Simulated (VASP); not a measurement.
All values below come from LDA (Ceperley-Alder, Perdew-Zunger), VASP's LDA PAW potentials (set 64) (plane waves; VASP).

VASP ran on this input.

**POSCAR**
```
TiO2
1
   -1.8387881034     1.8387881034     4.0306729625
    1.8387881034    -1.8387881034     4.0306729625
    1.8387881034     1.8387881034    -4.0306729625
Ti O
2 4
Direct
  0.7500000000   0.2500000000   0.5000000000
  0.0000000000   0.0000000000   0.0000000000
  0.5166834897   0.0166834897   0.5000000000
  0.7666834897   0.7666834897   0.0000000000
  0.2333165103   0.2333165103   0.0000000000
  0.9833165103   0.4833165103   0.5000000000
```

File KPOINTS:
```
kpoints
0
Gamma
  8 8 8
0 0 0
```

**INCAR**
```
ALGO = Normal
EDIFF = 1E-6
EDIFFG = -0.02
ENCUT = 620
IBRION = 2
ISIF = 3
ISMEAR = 0
LASPH = .True.
LCHARG = .False.
LMAXMIX = 4
LREAL = .False.
LWAVE = .False.
NELM = 100
NSW = 40
PREC = Accurate
PSTRESS = 450
SIGMA = 0.05
SYSTEM = TiO2
```

POTCAR, in this order: Ti_sv O (LDA.64 set). Program: vasp_std.

Question: What will the output report for the number of irreducible k-points (NKPTS), largest plane-wave count, number of space-group operations, FFT grid (NGX, NGY, NGZ)?

Answer: 
| Item | Result |
|---|---|
| number of irreducible k-points (NKPTS) | 59 |
| largest plane-wave count | 1937 |
| number of space-group operations | 16 |
| FFT grid (NGX, NGY, NGZ) | 40 × 40 × 40 |

The compound is TiO2 in the anatase structure, one of several forms; rutile is the usual stable one. It was relaxed first under an external pressure of 45 GPa.
